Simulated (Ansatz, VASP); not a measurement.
MgCdO in VASP and in Ansatz

```xyz
3
Lattice="3.1669 0.0000 0.0000 0.0000 3.1669 0.0000 0.0000 0.0000 4.4485" Properties=species:S:1:pos:R:3 pbc="T T T"
Mg    1.5834    1.5834    2.2242
Cd    0.0000    0.0000    0.0000
O     1.5834    1.5834    0.0000
```

Change from the starting cell: species swapped into the LiHPd type (P4/mmm, No. 123).

Alike in both runs: task relaxation of cell and atoms; functional PBE; k mesh 6 × 6 × 4; occupations gaussian, width 0.1 eV; no spin polarisation.

|  | VASP | Ansatz |
| --- | --- | --- |
| version | VASP 6.6.1 | Ansatz 0.2.0 |
| potentials or method | VASP PAW PBE potentials, release 64 (Mg, Cd, O) | scalar-relativistic, plane waves, PAW |
| plane-wave cutoff (eV) | 600 | 420 |
| valence electrons in the cell | 20 | 36 |

Ansatz gave:

```
gap on the k mesh at the Fermi level, each at its own relaxed structure (eV) : none
relaxed volume (Å³/atom)                                                     : 17.63
relaxed cell length with the largest relative difference (Å)                 : 3.742
energy change over the relaxation (meV/atom)                                 : -319
```

**Question.** What did VASP give for the same quantities?

**Answer.** gap on the k mesh at the Fermi level, each at its own relaxed structure (eV): none; relaxed volume (Å³/atom): 17.55; relaxed cell length with the largest relative difference (Å): 3.734; energy change over the relaxation (meV/atom): -335.

A gap of «none» marks a metal or a gap that the smearing closes. The two sets of potentials don't hold the same shells in valence.

Caveats: the volume moved by over 15 % at a fixed basis, so the end points are rough (VASP).
